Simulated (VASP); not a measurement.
```
CELL_PARAMETERS angstrom
      0.00000     3.19041     3.19041
      3.19041     0.00000     3.19041
      3.19041     3.19041     0.00000
ATOMIC_POSITIONS crystal
  K  0.00000 0.00000 0.00000
  Cl 0.50000 0.50000 0.50000
```

These are revTPSS meta-GGA, VASP's PBE PAW potentials (set 64) (plane waves; VASP 6.6.1) values and carry that method's errors. Settings: 520 eV cut-off, 7×7×7 Γ-centred mesh, Gaussian smearing of 0.050 eV, potentials K_sv Cl.

### Question
Give the energy at these volumes per atom, relative to the lowest: 30.49, 31.47, 32.44, 33.41, 34.39 Å³.

### Answer
6.7, 1.6, 0.0, 1.3, 5.0 meV/atom. A third-order Birch-Murnaghan fit gives B0 = 15.8 GPa and B0′ = 4.8.

The compound is KCl in the rock salt structure. It was relaxed first.
